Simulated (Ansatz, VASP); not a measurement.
# Cross-check of SnSe2 between VASP and Ansatz, part 2 of 2

One calculation is typed for both programs; each brings its own data sets and cutoff. How far apart do they land?

VASP 6.6.1 and Ansatz 0.2.0.

So far: The structure; VASP: band structure, PBE0.

## (3) Ansatz: band structure, PBE0

Level of this step: Ansatz beside VASP: Kohn-Sham DFT, plane waves, PBE0 (Ansatz).

Ansatz runs on its default PAW (the set named soft_2) files.

The same cell, functional, mesh and smearing now go to Ansatz, which takes its cutoff from its data sets.

input.yaml

```yaml
crystal:
  lattice:
    - [3.811, 0.0, 0.0]
    - [-1.9055, 3.3004228138, 0.0]
    - [0.0, 0.0, 6.136]
  atoms:
    - { symbol: Sn, position: [0.0, 0.0, 0.0] }
    - { symbol: Se, position: [0.3333333333, 0.6666666667, 0.249] }
    - { symbol: Se, position: [0.6666666667, 0.3333333333, 0.751] }
hamiltonian:
  xc: pbe0
  pseudopotentials: { kind: paw }
kpoints:
  mp_grid: { grid: [4, 4, 3] }
  band_path:
    path:
      - [0.0, 0.0, 0.0]
      - [0.4, 0.0, 0.0]
      - [0.4, 0.2, 0.0]
      - [0.2, 0.2, 0.0]
      - [0.06667, 0.06667, 0.0]
      - [0.0, 0.0, 0.1]
      - [0.0, 0.0, 0.5]
      - [0.4, 0.0, 0.5]
      - [0.4, 0.2, 0.5]
      - [0.2, 0.2, 0.5]
      - [0.5, 0.0, 0.4]
      - [0.5, 0.0, 0.3]
      - [0.33333, 0.33333, 0.0]
      - [0.33333, 0.33333, 0.5]
    npoints: 1
scf:
  occupations: { method: gaussian, width: 0.02 }
  n_extra_bands: 7
output:
  forces: true
  stress: true
  eigenvalues: true
```

On the command line:

```
ansatz run input.yaml --threads 4 --pin off --max-ram 9216MiB --backend cpu --events-out ev --progress --plain --runs-dir out
```

Numbers of over 12 decimals in the logs are rounded to 6 here.

The program printed:

```text
Warning: output.stress: scf.convergence.dr2_threshold = 1e-7 eV (the SCF's general default) is looser than the 3e-10 eV advised for a printed stress (1e-10 eV for each atom of the cell: 3). What an SCF threshold leaves in a stress goes as its square root, and in the free energy as the threshold itself, and one threshold admits the most on a small cell: [figures from the program's tests cut] Set scf.convergence.dr2_threshold to 3e-10 eV or tighter. The threshold is an SCF's pass mark: one that does not reach it within its budget of iterations ends unconverged, or closes short of it on a stop that the run arms, and scf.convergence.dr2_threshold's page says what that costs each kind of run
Warning: output.stress: scf.exx.energy_threshold = 1e-6 eV is looser than the 3e-8 eV advised for a stress under a hybrid functional (1e-8 eV for each atom of the cell: 3). Every SCF of the exchange loop can meet its threshold on dr2 while the loop round them stops early: no threshold on dr2 bounds what that leaves in the stress. Set scf.exx.energy_threshold to 3e-8 eV or tighter. The threshold is the loop's pass mark: a loop that does not reach it within its budget of cycles ends unconverged, and scf.exx.energy_threshold's page has the law
scf.n_extra_bands = 7 over 23 filled bands (N_el = 46.0): the run solves 30 bands
Engine: ansatz 0.2.0, aarch64-unknown-linux-gnu
Pseudopotentials: kind: paw
Pseudopotential: Sn, paw, valence charge 14, recommended cutoff 420 eV (normal), Sn.paw.azcp
Pseudopotential: Se, paw, valence charge 16, recommended cutoff 420 eV (normal), Se.paw.azcp
Functional definition: PBE0
  parameter a = 0.25
  parameter kappa = 0.804
  parameter beta = 0.066725
  exchange = (1 - a)*pbe_x(kappa = kappa, mu = beta*pi^2/3) + a*exact_x
  correlation = pbe_c(beta = beta)
Crystal: 3 atoms, lattice volume = 77.178 Å³
Basis set: ecut = 420 eV, 1485 PW (Γ), exchange–correlation on 54×54×90 points (8 copies of the dense FFT grid, shifted against one another)
Bands: 30, of which v1, the nominal top of the filled ones, is band 23 counted from 1 (22 counted from 0)
Symmetry: 12 space group operations
Space group: P-3m1 (ITA 164), of the structure as read, at distance tolerance 4.3e-5 Å
k-points: 9 of 48
Non-local potential: Sn, projectors of the file, l = 0: 2, l = 1: 2, l = 2: 2, l = 3: 2
Non-local potential: Se, projectors of the file, l = 0: 2, l = 1: 2, l = 2: 3, l = 3: 1
PAW form: soft (Blöchl's): semilocal exchange-correlation on the pseudo side does not see the compensation charge
PAW frozen core: Sn, regenerated for the run's functional, and the local potential with it (the file was generated under x = pbe(κ = 0.804, μ = 0.219515), c = pbe(β = 0.066725))
PAW frozen core: Se, regenerated for the run's functional, and the local potential with it (the file was generated under x = pbe(κ = 0.804, μ = 0.219515), c = pbe(β = 0.066725))
PAW one-centre angular grid: Sn, 590 points (default); XC on 64 Gauss nodes
PAW one-centre angular grid: Se, 590 points (default); XC on 64 Gauss nodes
Initial density: superposition of atomic densities (neutral atoms: chi_scale 0, normalization atom), corrected by the library's trained network
Initial wavefunctions: pseudopotential atomic-orbital guess
Functional: x = pbe(κ = 0.804, μ = 0.219515), c = pbe(β = 0.066725), warm-up for x = 0.75 pbe(κ = 0.804, μ = 0.219515) + 0.25 exact, c = pbe(β = 0.066725)
SCF iter   1: F=—  HF=-16963.164670 eV  |F-HF|=—  |Δ(HF+E_count)|=         —  Δρ=2.25e-3  dr2=5.21e-3  ethr=1.77e-3  ⟨swp⟩=9.2  Hψ=1113  notcnv=0
preconditioner: auto → none  [insulator: Δε(μ)=0.789 eV  Ē_g=17.447 eV  σ=0.020 eV  W_gap=1.00  n_scr=22 (ndim 8)  ℏωp=21.6 eV  f_vac=0.080  D(μ)=0.00/eV (n_scr^D=0)]
SCF iter   2: F=—  HF=-16963.164885 eV  |F-HF|=—  |Δ(HF+E_count)|=   2.15e-4  Δρ=1.06e-3  dr2=1.67e-3  ethr=1.13e-5  ⟨swp⟩=5.4  Hψ=778  notcnv=0  defer=4
SCF iter   3: F=—  HF=-16963.164718 eV  |F-HF|=—  |Δ(HF+E_count)|=   1.68e-4  Δρ=5.91e-4  dr2=2.99e-4  ethr=3.62e-6  ⟨swp⟩=3.9  Hψ=656  notcnv=0  defer=1
SCF iter   4: F=-16963.164754 eV  HF=-16963.164758 eV  |F-HF|=3.79e-6  |Δ(HF+E_count)|=   4.05e-5  Δρ=2.73e-4  dr2=5.54e-5  ethr=6.49e-7  ⟨swp⟩=3.1  Hψ=505  notcnv=0  defer=1
SCF 1 stopped early in 4 iterations: F = -16963.164754 eV  dr2 = 5.54e-5
  greatest PAW one-centre occupation: 1.000 electrons in one spin orbital (limit 2), on the Se atom at site 2 (counted from 0), in its partial waves of l = 2
Initial density: handed on by an earlier stage of this run
Initial wavefunctions: those handed on with the density
Functional: x = 0.75 pbe(κ = 0.804, μ = 0.219515) + 0.25 exact, c = pbe(β = 0.066725)
Frozen-core exchange: fock
SCF iter   1: F=—  HF=-16969.488417 eV  |F-HF|=—  |Δ(HF+E_count)|=         —  Δρ=5.71e-3  dr2=2.30e-2  ethr=1.20e-6  ⟨swp⟩=6.9  Hψ=1245  notcnv=0
preconditioner: auto → none  [insulator: Δε(μ)=2.147 eV  Ē_g=13.455 eV  σ=0.020 eV  W_gap=1.00  n_scr=22 (ndim 8)  ℏωp=16.9 eV  f_vac=0.083  D(μ)=0.00/eV (n_scr^D=0)]
SCF iter   2: F=—  HF=-16969.477324 eV  |F-HF|=—  |Δ(HF+E_count)|=   1.11e-2  Δρ=2.94e-3  dr2=7.82e-3  ethr=1.20e-6  ⟨swp⟩=4.2  Hψ=990  notcnv=0
SCF iter   3: F=—  HF=-16969.476065 eV  |F-HF|=—  |Δ(HF+E_count)|=   1.26e-3  Δρ=1.25e-3  dr2=3.47e-3  ethr=1.20e-6  ⟨swp⟩=4.0  Hψ=823  notcnv=0
SCF iter   4: F=—  HF=-16969.491149 eV  |F-HF|=—  |Δ(HF+E_count)|=   1.51e-2  Δρ=1.19e-3  dr2=7.19e-4  ethr=1.20e-6  ⟨swp⟩=4.1  Hψ=922  notcnv=0
iter 5 solved again at ethr=4.97e-8 eV; its pass at ethr=1.20e-6 eV (dr2=2.29e-5 eV) is discarded
SCF iter   5: F=—  HF=-16969.490971 eV  |F-HF|=—  |Δ(HF+E_count)|=   1.78e-4  Δρ=2.19e-4  dr2=7.82e-5  ethr=4.97e-8  ⟨swp⟩=4.0  Hψ=1035  notcnv=0
[...]
SCF iter   7: F=-16969.491339 eV  HF=-16969.491339 eV  |F-HF|=1.12e-7  |Δ(HF+E_count)|=   5.72e-6  Δρ=2.06e-5  dr2=2.63e-6  ethr=4.41e-8  ⟨swp⟩=3.8  Hψ=530  notcnv=0
SCF 2 stopped early in 7 iterations: F = -16969.491339 eV  dr2 = 2.63e-6
  Residual-converged pass: ⟨swp⟩=4.0  Hψ=800  notcnv=0  max |occ|·‖R‖ = 6.3e-6 eV (tolerance 6.7e-6 eV)  dr2=2.67e-6  dr2_onsite=7.13e-8  max |Δocc| = 0.0e0
hybrid outer 1: dexx = +1.839e-2 eV, tail = 1.70e-4 eV
Frozen-core exchange: fock
SCF iter   1: F=—  HF=-16969.491592 eV  |F-HF|=—  |Δ(HF+E_count)|=         —  Δρ=4.60e-5  dr2=9.18e-7  ethr=1.85e-6  ⟨swp⟩=4.3  Hψ=571  notcnv=0
preconditioner: auto → none  [insulator: Δε(μ)=2.169 eV  Ē_g=13.458 eV  σ=0.020 eV  W_gap=1.00  n_scr=22 (ndim 8)  ℏωp=16.9 eV  f_vac=0.086  D(μ)=0.00/eV (n_scr^D=0)]
SCF iter   2: F=—  HF=-16969.491595 eV  |F-HF|=—  |Δ(HF+E_count)|=   3.06e-6  Δρ=2.85e-5  dr2=5.36e-7  ethr=1.53e-9  ⟨swp⟩=4.2  Hψ=949  notcnv=0
SCF iter   3: F=—  HF=-16969.491595 eV  |F-HF|=—  |Δ(HF+E_count)|=   7.93e-8  Δρ=5.42e-6  dr2=2.44e-7  ethr=7.04e-10  ⟨swp⟩=3.3  Hψ=689  notcnv=0
SCF iter   4: F=—  HF=-16969.491596 eV  |F-HF|=—  |Δ(HF+E_count)|=   1.26e-6  Δρ=5.79e-6  dr2=2.76e-8  ethr=4.81e-11  ⟨swp⟩=4.4  Hψ=1004  notcnv=0  defer=1
SCF iter   5: F=—  HF=-16969.491596 eV  |F-HF|=—  |Δ(HF+E_count)|=   2.39e-8  Δρ=2.71e-6  dr2=4.13e-9  ethr=4.76e-11  ⟨swp⟩=5.1  Hψ=572  notcnv=0  defer=3
SCF iter   6: F=—  HF=-16969.491596 eV  |F-HF|=—  |Δ(HF+E_count)|=   2.62e-9  Δρ=2.03e-6  dr2=2.78e-9  ethr=5.73e-12  ⟨swp⟩=3.3  Hψ=633  notcnv=0  defer=2
SCF iter   7: F=-16969.491596 eV  HF=-16969.491596 eV  |F-HF|=2.58e-10  |Δ(HF+E_count)|=   1.55e-9  Δρ=5.87e-7  dr2=3.79e-10  ethr=2.78e-12  ⟨swp⟩=3.1  Hψ=650  notcnv=0  defer=1
SCF 3 converged in 7 iterations: F = -16969.491596 eV  dr2 = 3.79e-10
  Residual-converged pass: ⟨swp⟩=3.0  Hψ=512  notcnv=0  max |occ|·‖R‖ = 5.2e-7 eV (tolerance 5.4e-7 eV)  dr2=3.73e-10  dr2_onsite=4.27e-10  max |Δocc| = 0.0e0
hybrid outer 2: dexx = +1.727e-6 eV, tail = 7.65e-8 eV, Δε = 3.91e-3 eV (about 1.81e-4 eV left of the loop's levels), ΔF = 1.17e-2 eV/Å (tail 2.48e-3)
Frozen-core exchange: fock
SCF iter   1: F=—  HF=-16969.491596 eV  |F-HF|=—  |Δ(HF+E_count)|=         —  Δρ=1.28e-6  dr2=9.00e-10  ethr=8.32e-10  ⟨swp⟩=6.9  Hψ=639  notcnv=0
preconditioner: auto → none  [insulator: Δε(μ)=2.170 eV  Ē_g=13.458 eV  σ=0.020 eV  W_gap=1.00  n_scr=22 (ndim 8)  ℏωp=16.9 eV  f_vac=0.086  D(μ)=0.00/eV (n_scr^D=0)]
SCF iter   2: F=-16969.491596 eV  HF=-16969.491596 eV  |F-HF|=2.91e-11  |Δ(HF+E_count)|=  5.68e-10  Δρ=3.25e-7  dr2=2.18e-10  ethr=1.58e-12  ⟨swp⟩=4.2  Hψ=832  notcnv=0
SCF 4 converged in 2 iterations: F = -16969.491596 eV  dr2 = 2.18e-10
  Residual-converged pass: ⟨swp⟩=2.3  Hψ=469  notcnv=0  max |occ|·‖R‖ = 5.6e-7 eV (tolerance 6.4e-7 eV)  dr2=2.18e-10  dr2_onsite=4.52e-11  max |Δocc| = 0.0e0
hybrid outer 3: dexx = +9.226e-10 eV, tail = 5.55e-10 eV, Δε = 6.06e-5 eV (about 1.11e-5 eV left of the loop's levels), ΔF = 2.05e-4 eV/Å (tail 2.12e-4)
NSCF: frozen V_eff on 14 k-points
hybrid SCF converged: 3 outer / 16 inner (+4 warm-up), last move |dexx| = 9.23e-10 eV, tail = 5.55e-10 eV
Stability not checked: this state was not tested for a lower state beside it, because the functional holds exact exchange (a hybrid, or Hartree-Fock), whose exchange loop this test does not read (fock_operator; see scf.lower_state_search)
Free energy (F): -16969.491596 eV
Frozen-core exchange: fock
Harris-Foulkes:  -16969.491596 eV  (|F-HF|=2.91e-11)
Internal energy: -16969.491596 eV  (E = F + TS)
E sigma→0 (E₀):  -16969.491596 eV
Fermi energy:    8.296247 eV
--- Per-component energies (eV) ---
  E_band       = -1001.528208
  E_kinetic    = 424.568758
  E_local      = -6098.693870  (includes V_loc(G=0)·N_el)
  E_nonlocal   = -1223.934876
  E_hartree    = 3129.179990
  E_xc         = -452.211561
  E_vxc        = -225.047970  (∫ρ·V_xc dr)
  E_exx        = -192.287557  (= α·E_x^exact, valence–valence)
  E_paw        = -7913.997810  (= ΣΔE_a)
  E_vpaw       = 247.796038  (= ΣTr[D̂ρ^β])
  E_aug_tail   = -0.001227  (compensation charges beyond the density's cutoff)
  E_ewald      = -4640.194622
  E_core_change = -1.918821  (= ΣΔE_core)
  E_smearing   = -0.000000  (= −TS)
  E_closure    = 0.000000  (closes the sum)
  Σ components = -16969.491596   (vs F -16969.491596, Δ=3.64e-12)
--- Forces (eV/Å), atoms counted from 1 ---
  atom   1  Sn    -0.00000000    -0.00000000     0.00000000
  atom   2  Se     0.00000000     0.00000000     0.25336736
  atom   3  Se    -0.00000000    -0.00000000    -0.25336736
  max |Σ_I F_I| component: 1.85e-17 eV/Å
--- Stress (GPa, compression-positive) ---
        2.764672       0.000000      -0.000000
        0.000000       2.764672       0.000000
       -0.000000       0.000000       3.343376
  P = ⅓ Tr σ = 2.9576 GPa (29.576 kbar)
--- Band table (eV; the first three rows and the last of 9) ---
  k-point 0: bands = [... 19 lower, 6.4665, 6.8429, 6.8429, 7.2114, 9.7956, 11.7147, 13.5443, 13.5443, ... 3 higher]
  k-point 1: bands = [... 19 lower, 6.3858, 6.3858, 6.9718, 6.9718, 10.9458, 11.7222, 13.3098, 13.3098, ... 3 higher]
  k-point 2: bands = [... 19 lower, 4.7055, 5.0522, 6.9951, 7.1263, 10.7293, 12.8049, 14.3922, 14.6723, ... 3 higher]
  k-point 8: bands = [... 19 lower, 3.2486, 4.1342, 5.9564, 6.8853, 10.9730, 13.4752, 14.7017, 15.4714, ... 3 higher]
```

Elapsed: 37 s, on 4 threads of Arm Neoverse V2, shared host; peak memory 1 GiB.

## (4) Differences

Known differences besides the potentials themselves: exact exchange at q = 0 is treated differently, which shows on coarse meshes; VASP keeps PBE cores, Ansatz makes them for the functional; the data sets hold 46 valence electrons in Ansatz (default PAW (the set named soft_2) files) and 26 in VASP; the cutoff is 420 eV in Ansatz and 400 eV in VASP; VASP takes a coarser grid for exact exchange (PRECFOCK = Fast). Total energies have different zeros and are not compared.

The two programs side by side:

```
                     quantity  Ansatz   VASP  difference
gap over the path points (eV)   2.109  2.119      -0.010
```

Forces (eV/Å; atoms numbered as in POSCAR):

```
atom        Ansatz x, y, z          VASP x, y, z
 Sn1   0.000, 0.000, 0.000   0.000, 0.000, 0.000
 Se2   0.000, 0.000, 0.253   0.000, 0.000, 0.239
 Se3  0.000, 0.000, -0.253  0.000, 0.000, -0.239
```

Levels at points of the path, from each program's valence-band top (eV; 4 filled, then empty):

```
k (reciprocal lattice)                                  Ansatz                                    VASP
     0.000 0.000 0.000  -0.81 -0.43 -0.43 -0.06 2.52 4.44 6.27  -0.84 -0.47 -0.47 -0.05 2.53 4.47 6.28
     0.400 0.000 0.000  -3.34 -2.86 -0.98 -0.30 2.62 5.43 7.11  -3.34 -2.88 -0.97 -0.34 2.63 5.45 7.12
     0.400 0.200 0.000  -3.82 -3.25 -1.62 -1.39 2.94 7.22 7.45  -3.82 -3.25 -1.62 -1.41 2.93 7.21 7.44
     0.200 0.200 0.000  -4.00 -2.03 -1.70 -0.43 3.47 6.97 7.37  -3.99 -2.02 -1.70 -0.44 3.47 6.96 7.36
     0.067 0.067 0.000   -1.71 -0.64 -0.44 0.00 3.46 5.23 5.85   -1.71 -0.65 -0.45 0.00 3.44 5.23 5.86
     0.000 0.000 0.100  -0.82 -0.41 -0.41 -0.33 2.73 4.45 6.24  -0.85 -0.45 -0.45 -0.32 2.74 4.48 6.25
     0.000 0.000 0.500  -0.91 -0.91 -0.27 -0.27 3.95 4.42 5.96  -0.94 -0.94 -0.30 -0.30 3.98 4.46 5.97
     0.400 0.000 0.500  -2.67 -2.23 -1.09 -0.72 2.36 5.87 6.72  -2.70 -2.22 -1.09 -0.75 2.37 5.88 6.72
     0.400 0.200 0.500  -4.22 -3.34 -0.63 -0.45 3.52 6.31 6.74  -4.21 -3.34 -0.63 -0.45 3.51 6.31 6.74
     0.200 0.200 0.500  -3.51 -2.53 -0.89 -0.83 3.72 6.23 7.57  -3.50 -2.52 -0.90 -0.84 3.71 6.23 7.57
```

The forces differ by 6.6 meV/Å r.m.s., which is 5.9 % of the r.m.s. force of 0.11 eV/Å (both taken over all components). Among the levels compared at these points, filled levels agree within 36 meV and empty ones within 34 meV.

## (5) What came out

| Quantity | Value |
| --- | --- |
| difference in gap over the path points (band structure, PBE0) | -0.0097 eV |
| r.m.s. force difference (band structure, PBE0) | 6.6 meV/Å |

What this shows: The r.m.s. force difference is 6.6 meV/Å (band structure, PBE0), within the 12 meV/Å picked in this series as the mark of a large difference. How closely two codes agree says nothing of how well the functional describes the real material.

[Lines on the potential files, build, host, timing and source positions are cut from VASP's logs without a mark.]

[Logs are printed without paths, hosts, clocks, repeated set-up lines and the standing remarks that a program may print on its own settings, such as how far it seeks lower states.]

[Hosts, paths, dates, database ids (printed as entryN), source tags and the programs' standing remarks are cut or masked in the printed files.]
